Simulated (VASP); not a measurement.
VASP runs on Li2O (antifluorite) share one base input (PBE GGA, plane waves, VASP's PBE PAW potentials (set 64)) and change the settings named in each case.

**INCAR**
```
ALGO  =  Normal
EDIFF  =  1E-6
ENCUT  =  520
GGA  =  PE
ISIF  =  2
ISMEAR  =  0
LASPH  =  .True.
LCHARG  =  .False.
LREAL  =  .False.
LWAVE  =  .False.
NELM  =  100
PREC  =  Accurate
SIGMA  =  0.05
SYSTEM  =  Li2O
```

### POSCAR
```
Li2O
3.332170
  0.0000000000   0.7071067803   0.7071067803
  0.7071067803   0.0000000000   0.7071067803
  0.7071067803   0.7071067803   0.0000000000
Li O
2 1
Cart
  0.3535533901   0.3535533901   0.3535533901
  1.0606601704   1.0606601704   1.0606601704
  0.0000000000   0.0000000000   0.0000000000
```

### KPOINTS
```
Automatic
0
G
  7 7 7
0 0 0
```

POTCAR, in this order: Li_sv O (PBE.64 set). Program: vasp_std.

| change | electronic steps |
|---|---|
| base run | 13 |
| ALGO = Fast | 18 |
| ALGO = VeryFast | 27 |
| ALGO = All | 17 |
| ALGO = Damped | 87 |
| ALGO = Conjugate | 17 |

Left out are runs that ran out of time, are held back, or changed the cell or the kind of run, fixed moments of cells without a moment, rows past the twelfth, gaps on odd meshes, pressures of charged cells and columns that move by less than the noise.

The compound is Li2O in the antifluorite structure. The cell was not relaxed at this level.
